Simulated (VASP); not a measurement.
Given:

```yaml
crystal:
  lattice:
    - [4.91883, 0.00000, 0.00000]
    - [0.00000, 4.91883, 0.00000]
    - [0.00000, 0.00000, 4.91883]
  atoms:
    - { symbol: La, position: [0.00000, 0.00000, 0.00000] }
    - { symbol: Tl, position: [0.00000, 0.50000, 0.50000] }
    - { symbol: Tl, position: [0.50000, 0.00000, 0.50000] }
    - { symbol: Tl, position: [0.50000, 0.50000, 0.00000] }
```

Method: LDA (Ceperley-Alder, Perdew-Zunger), VASP's LDA PAW potentials (set 64) (plane waves; VASP). Numerical set-up: 300 eV cut-off, 9×9×9 Γ-centred mesh, Fermi-Dirac smearing of 0.14 eV, potentials La Tl_d.

At this cut-off the stress carries a Pulay error, which pulls relaxed volumes low.

**Question.** Give the stress tensor in GPa (positive for a compressed cell).

**Answer.** 
```
-5.37   0.00   0.00
 0.00  -5.37   0.00
 0.00   0.00  -5.37
```
The pressure is its mean diagonal, -5.37 GPa.

The structure comes from a computed database's LaTl3 entry (Pm-3m); how it stands against other phases isn't given here. The cell was not relaxed at this level.
